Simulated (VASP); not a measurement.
OSZICAR of a VASP run on HfC (rock salt):

OSZICAR:
```
       N       E                     dE             d eps       ncg     rms          rms(c)
DAV:   1     0.364470058638E+02    0.36447E+02   -0.65883E+03  3176   0.606E+02
DAV:   2    -0.225239071859E+02   -0.58971E+02   -0.55540E+02  3890   0.168E+02
DAV:   3    -0.242306768082E+02   -0.17068E+01   -0.16954E+01  3858   0.208E+01
DAV:   4    -0.242350363324E+02   -0.43595E-02   -0.43590E-02  3500   0.126E+00
DAV:   5    -0.242350464624E+02   -0.10130E-04   -0.10429E-04  3884   0.576E-02    0.519E+01
DAV:   6    -0.210857150824E+02    0.31493E+01   -0.93202E+00  3606   0.116E+01    0.400E+01
DAV:   7    -0.210149255955E+02    0.70789E-01   -0.49644E-01  3570   0.335E+00    0.239E+01
DAV:   8    -0.209964702157E+02    0.18455E-01   -0.63491E-02  3576   0.154E+00    0.415E+00
DAV:   9    -0.209922381166E+02    0.42321E-02   -0.95058E-03  3570   0.495E-01    0.960E-01
DAV:  10    -0.209921614943E+02    0.76622E-04   -0.90460E-04  3564   0.171E-01    0.958E-02
DAV:  11    -0.209921499483E+02    0.11546E-04   -0.34017E-05  3744   0.402E-02    0.270E-02
DAV:  12    -0.209921492127E+02    0.73566E-06   -0.77521E-06  3636   0.163E-02
   1 F= -.20992149E+02 E0= -.20992046E+02  d E =-.308346E-03
```

Which electronic solver shows in the log?

It is blocked Davidson (ALGO = Normal, or the opening steps of other solvers). The INCAR had ALGO = Normal.

Can the final energy be trusted as converged?

Self-consistency was reached. It stopped with EDIFF = 1E-6, NELM = 100 (PBE GGA, plane waves, VASP's PBE PAW potentials (set 64)).

The compound is HfC in the rock salt structure. The cell was not relaxed at this level. The run is one of a series of settings (NBANDS = 22 against the base run), some of them coarse on purpose.
